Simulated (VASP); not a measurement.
# Y3F (P6/mmm) in VASP: notebook

Aim: see how the results for Y3F move with the level of theory and the settings. Levels: BLYP+D4, BLYP. Tasks: relaxation of cell and atoms.

All numbers are computed with VASP 6.6.1; they aren't measurements. Logs are shortened: lines on timing, memory, paths and dates and some standing lists are left out, and cuts for length are marked.

**1. The crystal as given**

It takes space group P6/mmm (No. 191, hexagonal). Conventional cell: a = 6.267 Å, b = 6.267 Å, c = 3.362 Å, α = 90.00°, β = 90.00°, γ = 120.00°. Y (site symmetry mmm) is surrounded by 6 Y at 3.13 to 3.36 Å and 2 F at 3.13 Å. Around F (site symmetry 6/mmm) lie 6 Y at 3.13 Å and 2 F at 3.36 Å.

The cell was built by a generator and needn't be a form met in nature.

**2. Relaxation of cell and atoms, BLYP+D4**

The input, INCAR:

```
SYSTEM = Y3F
PREC = Accurate ; ENCUT = 600
EDIFF = 1E-7 ; ISMEAR = -1
SIGMA = 0.05 ; LREAL = .FALSE.
LASPH = .TRUE. ; NELM = 60
ALGO = Fast ; ISIF = 3
LWAVE = .FALSE. ; LCHARG = .FALSE.
GGA = B5 ; ALDAX = 1.0
AGGAX = 1.0 ; AGGAC = 1.0
ALDAC = 0.0 ; IVDW = 13
VDW_S6 = 1.0 ; VDW_S8 = 2.34076671
VDW_A1 = 0.44488865 ; VDW_A2 = 4.0933009
IBRION = 2 ; NSW = 60
EDIFFG = -0.01
```

The input, KPOINTS:

```
regular mesh
0
G
  4 4 6
  0 0 0
```

The input, POSCAR:

```
Y3F
1.0
    6.2666500000      0.0000000000      0.0000000000
   -3.1333300000      5.4270800000      0.0000000000
    0.0000000000      0.0000000000      3.3619900000
Y F
3 1
Direct
    0.5000000000      0.0000000000      0.0000000000
    0.0000000000      0.5000000000      0.0000000000
    0.5000000000      0.5000000000      0.0000000000
    0.0000000000      0.0000000000      0.0000000000
```

Potentials or basis: VASP PAW PBE potentials, release 64 (Y_sv, F).

Run with:

```console
$ cat potpaw_PBE.64/Y_sv/POTCAR potpaw_PBE.64/F/POTCAR > POTCAR
$ mpirun -np 1 vasp_std > vasp.out
```

OUTCAR:

```text
SYSTEM = Y3F
   PREC = Accurate
   ENCUT = 600
   EDIFF = 1E-7
   ISMEAR = -1
   LREAL = .FALSE.
   LASPH = .TRUE.
   NELM = 60
   ISIF = 3
   GGA = B5
   IVDW = 13
   IBRION = 2
   NSW = 60
   EDIFFG = -0.01

 ion  position               nearest neighbor table
   1  0.500  0.000  0.000-   2 3.13   2 3.13   3 3.13   3 3.13
   2  0.000  0.500  0.000-   1 3.13   1 3.13   3 3.13   3 3.13
   3  0.500  0.500  0.000-   2 3.13   2 3.13   1 3.13   1 3.13
   4  0.000  0.000  0.000-

  LATTYP: Found a hexagonal cell.
 ALAT       =     6.2666500000
 C/A-ratio  =     0.5364891928

  Lattice vectors:

 A1 = (   6.2666500000,   0.0000000000,   0.0000000000)
 A2 = (  -3.1333300000,   5.4270800000,   0.0000000000)
 A3 = (   0.0000000000,   0.0000000000,   3.3619900000)

Analysis of symmetry for initial positions (statically):
=====================================================================
 Subroutine PRICEL returns:
 Original cell was already a primitive cell.

 Routine SETGRP: Setting up the symmetry group for a
 hexagonal supercell.

 Subroutine GETGRP returns: Found 24 space group operations
 (whereof 24 operations were pure point group operations)
 out of a pool of 24 trial point group operations.

The static configuration has the point symmetry D_6h.

Analysis of symmetry for dynamics (positions and initial velocities):
=====================================================================
 Subroutine PRICEL returns:
 Original cell was already a primitive cell.

 Routine SETGRP: Setting up the symmetry group for a
 hexagonal supercell.

 Subroutine GETGRP returns: Found 24 space group operations
 (whereof 24 operations were pure point group operations)
 out of a pool of 24 trial point group operations.

The dynamic configuration has the point symmetry D_6h.

 Subroutine INISYM returns: Found 24 space group operations
 (whereof 24 operations are pure point group operations),
 and found     1 'primitive' translations

----------------------------------------------------------------------------------------

                                     Primitive cell

  volume of cell :     114.3400

  direct lattice vectors                    reciprocal lattice vectors
     6.266650000  0.000000000  0.000000000     0.159574892  0.092130722  0.000000000
    -3.133330000  5.427080000  0.000000000     0.000000000  0.184261150  0.000000000
     0.000000000  0.000000000  3.361990000     0.000000000  0.000000000  0.297442884
[... 47 lines left out ...]
  0.500000  0.000000  0.000000      3.000000
  0.250000  0.250000  0.000000      6.000000
  0.000000  0.000000  0.166667      2.000000
  0.250000  0.000000  0.166667     12.000000
[... 8 lines left out ...]
  0.500000  0.000000  0.500000      3.000000
  0.250000  0.250000  0.500000      6.000000
   k-points           NKPTS =     16   k-points in BZ     NKDIM =     16   number of bands    NBANDS=     24
   number of dos      NEDOS =    301   number of ions     NIONS =      4
   total plane-waves  NPLWV =  70000
   dimension x,y,z NGX =    50 NGY =   50 NGZ =   28
   dimension x,y,z NGXF=   100 NGYF=  100 NGZF=   56
   ions per type =               3   1
   NGX,Y,Z   is equivalent  to a cutoff of  13.26, 13.26, 13.85 a.u.
   NGXF,Y,Z  is equivalent  to a cutoff of  26.53, 26.53, 27.69 a.u.
 SYSTEM =  Y3F
   PREC   = accura    normal or accurate (medium, high low for compatibility)
   ISTART =      0    job   : 0-new  1-cont  2-samecut
   ICHARG =      2    charge: 1-file 2-atom 10-const
   ISPIN  =      1    spin polarized calculation?
   LNONCOLLINEAR =      F non collinear calculations
   LSORBIT =      F    spin-orbit coupling
   LASPH  =      T    aspherical Exc in radial PAW
   ENCUT  =  600.0 eV  44.10 Ry    6.64 a.u.  12.52 12.52  6.71*2*pi/ulx,y,z
   NELM   =     60;   NELMIN=  2; NELMDL= -5     # of ELM steps
   EDIFF  = 0.1E-06   stopping-criterion for ELM
   LREAL  =      F    real-space projection
   EDIFFG = -.1E-01   stopping-criterion for IOM
   NSW    =     60    number of steps for IOM
   IBRION =      2    ionic relax: 0-MD 1-quasi-New 2-CG
   NFREE  =      1    steps in history (QN), initial steepest desc. (CG)
   ISIF   =      3    stress and relaxation
   ISYM   =      2    0-nonsym 1-usesym 2-fastsym
   POTIM  = 0.5000    time-step for ionic-motion
   TEBEG  =    0.0;   TEEND  =   0.0 temperature during run
   PSTRESS=    0.0 pullay stress
   NELECT =      40.0000    total number of electrons
   NUPDOWN=      -1.0000    fix difference up-down
   EMIN   =  10.00;   EMAX   =-10.00  energy-range for DOS
   EFERMI =   0.00;   METHOD = LEGACY
   ISMEAR =    -1;   SIGMA  =   0.05  broadening in eV -4-tet -1-fermi 0-gaus
   EFERMI_NEDOS =   21; number of points for ismear=-14 and -15
   IALGO  =     68    algorithm
   IMIX   =      4    mixing-type and parameters
     AMIX     =   0.40;   BMIX     =  1.00
     AMIX_MAG =   1.60;   BMIX_MAG =  1.00
  volume/ion in A,a.u.               =      28.58       192.90
  Fermi-wavevector in a.u.,A,eV,Ry     =   1.153530  2.179855 18.104332  1.330631
  Thomas-Fermi vector in A             =   2.290173
   LORBIT       =      0    0 simple, 1 ext, 2 COOP (PROOUT), +10 PAW based schemes
   GGA     = B5    functional components
   LHFCALC =     F    Hartree Fock is set to
   AEXX    =    0.0000 exact exchange contribution
   IVDW    =    13    specifies the selected vdW correction
   LEPSILON=     F    determine dielectric tensor
   LRPA    =     F    only Hartree local field effects (RPA)
 conjugate gradient relaxation of ions
 non-spin polarized calculation
 RMM-DIIS sequential band-by-band and
  energy-cutoff  :      600.00
  volume of cell :      114.34
 maximum number of plane-waves:      3842
   NGX = 25   NGY = 25   NGZ = 13

--------------------------------------- Ionic step        1  -------------------------------------------

 number of electron      40.0000001 magnetization

 Free energy of the ion-electron system (eV)
  ---------------------------------------------------
  ext. energy  EPLUGINS =         0.00000000
  ---------------------------------------------------
  free energy    TOTEN  =       -19.17064740 eV

  energy without entropy =      -19.11653050  energy(sigma->0) =      -19.14358895

------------------------ aborting loop because EDIFF is reached ----------------------------------------

  DFT-D4 for vdW energy calculation

  Edisp (eV):   -1.35760
[... 159 lines left out ...]
--------------------------------------- Ionic step        5  -------------------------------------------

 number of electron      40.0000007 magnetization

 Free energy of the ion-electron system (eV)
  ---------------------------------------------------
  ext. energy  EPLUGINS =         0.00000000
  ---------------------------------------------------
  free energy    TOTEN  =       -19.14323568 eV

  energy without entropy =      -19.09198694  energy(sigma->0) =      -19.11761131

 E-fermi :   3.0643     XC(G=0):  -8.6365

 val. band max:        3.0220014149   @ k =   0.0000   0.0000   0.0000
 cond. band min:       3.0811741901   @ k =   0.2500   0.2500   0.0000
 fundamental gap:      0.0591727752
 Fermi energy:         3.0643358101

 k-point     1 :       0.0000    0.0000    0.0000
  band No.  band energies     occupation
      1     -39.8750      2.00000
      2     -39.7045      2.00000
      3     -39.7045      2.00000
      4     -20.6399      2.00000
      5     -20.2938      2.00000
      6     -20.2938      2.00000
[... 456 lines left out ...]
  FREE ENERGIE OF THE ION-ELECTRON SYSTEM (eV)
  ---------------------------------------------------
  free  energy   TOTEN  =       -20.5351079562 eV

  energy  without entropy=      -20.4838592227  energy(sigma->0) =      -20.50948359

 reached required accuracy - stopping structural energy minimisation
```

CONTCAR:

```text
Y3F
   1.00000000000000
     6.2283099839326450    0.0000000354102010    0.0000000000000000
    -3.1141599307096586    5.3938765194063683   -0.0000000000000000
     0.0000000000000000    0.0000000000000000    3.3183846894208875
  Y               F
     3     1
Direct
     0.5000000000000000    1.0000000000000000    1.0000000000000000
     0.0000000000000000    0.5000000000000000    1.0000000000000000
     0.5000000000000000    0.5000000000000000    0.0000000000000000
     0.0000000000000000    1.0000000000000000    1.0000000000000000

  0.00000000E+00  0.00000000E+00  0.00000000E+00
  0.00000000E+00  0.00000000E+00  0.00000000E+00
  0.00000000E+00  0.00000000E+00  0.00000000E+00
  0.00000000E+00  0.00000000E+00  0.00000000E+00
```

Wall time 8.1 min (1 thread of AMD EPYC 9R14 (Zen 4), shared host); peak memory 0.26 GiB.

What came out:

```
Free energy                            : -20.5351 eV
Relaxed volume                         : 27.87 Å³/atom
Relaxed cell                           : a = 6.228 Å, b = 6.228 Å, c = 3.318 Å, α = 90.00°, β = 90.00°, γ = 120.00°
Space group after relaxing (to 0.05 Å) : P6/mmm (No. 191)
Energy gained by relaxing              : 1.7 meV/atom
Ionic steps                            : 5
Pressure after relaxing                : 0.0 GPa
Band gap on the k mesh                 : none (metal or under the smearing width)
Dispersion energy per atom             : -0.348 eV
```

The path:
```csv
step,energy change (eV),largest force (eV/Å),pressure (GPa),volume (Å³)
1,0.0000,0.0000,-0.68,114.34
2,-0.0061,0.0000,-0.20,112.33
3,-0.0067,0.0000,0.04,111.37
4,-0.0067,0.0000,0.02,111.44
5,-0.0069,0.0000,0.00,111.48
```

Final structure:
```
CELL_PARAMETERS angstrom
6.22831 0.00000 0.00000
-3.11416 5.39388 0.00000
0.00000 0.00000 3.31838
ATOMIC_POSITIONS crystal
Y 0.50000 0.00000 0.00000
Y 0.00000 0.50000 0.00000
Y 0.50000 0.50000 0.00000
F 0.00000 0.00000 0.00000
```

Levels at points of the mesh, in eV from the Fermi level:
```
           k point  band 17  band 18  band 19  band 20  band 21  band 22  band 23  band 24
(0.00, 0.00, 0.00)    -3.63    -1.25    -1.08    -1.08    -0.04     0.21     0.21     1.76
(0.50, 0.00, 0.00)    -2.67    -1.79    -0.44    -0.33     0.23     0.70     0.95     1.14
(0.00, 0.00, 0.50)    -2.20    -1.86    -0.70    -0.70    -0.07    -0.07     0.68     0.76
(0.50, 0.00, 0.50)    -1.53    -0.66    -0.62    -0.28     0.21     1.02     1.06     1.56
```

Caveat: the PAW data sets were made with another functional, which shifts forces and pressure a little; pairwise dispersion overbinds metals, which lowers pressure and volume.

**3. Relaxation of cell and atoms, BLYP**

The input, INCAR:

```
SYSTEM = Y3F
  PREC = Accurate
  ENCUT = 600
  EDIFF = 1E-7
  ISMEAR = -1
  SIGMA = 0.05
  LREAL = .FALSE.
  LASPH = .TRUE.
  NELM = 60
  ALGO = Fast
  ISIF = 3
  LWAVE = .FALSE.
  LCHARG = .FALSE.
  GGA = B5
  ALDAX = 1.0
  AGGAX = 1.0
  AGGAC = 1.0
  ALDAC = 0.0
  IBRION = 2
  NSW = 60
  EDIFFG = -0.01
  KSPACING = 0.4
```

POSCAR is that of step 2.

Potentials or basis: VASP PAW PBE potentials, release 64 (Y_sv, F).

Run with:

```console
$ cat potpaw_PBE.64/Y_sv/POTCAR potpaw_PBE.64/F/POTCAR > POTCAR
$ mpirun -np 1 vasp_std > vasp.out
```

Wall time 7.6 min (1 thread of AMD EPYC 9R14 (Zen 4), shared host); peak memory 0.24 GiB.

These settings aren't checked as converged (typed here: KSPACING = 0.4): the numbers below hold their error.

Results:

```yaml
Free_energy: -19.1433 eV
Relaxed_volume: 29.66 Å³/atom
Relaxed_cell: a = 6.335 Å, b = 6.335 Å, c = 3.414 Å, α = 90.00°, β = 90.00°, γ = 120.00°
Space_group_after_relaxing_to_0.05_Å: P6/mmm (No. 191)
Energy_gained_by_relaxing: 2.8 meV/atom
Ionic_steps: 6
Pressure_after_relaxing: 0.0 GPa
Band_gap_on_the_k_mesh: none (metal or under the smearing width)
```

Caveat: the PAW data sets were made with another functional, which shifts forces and pressure a little.
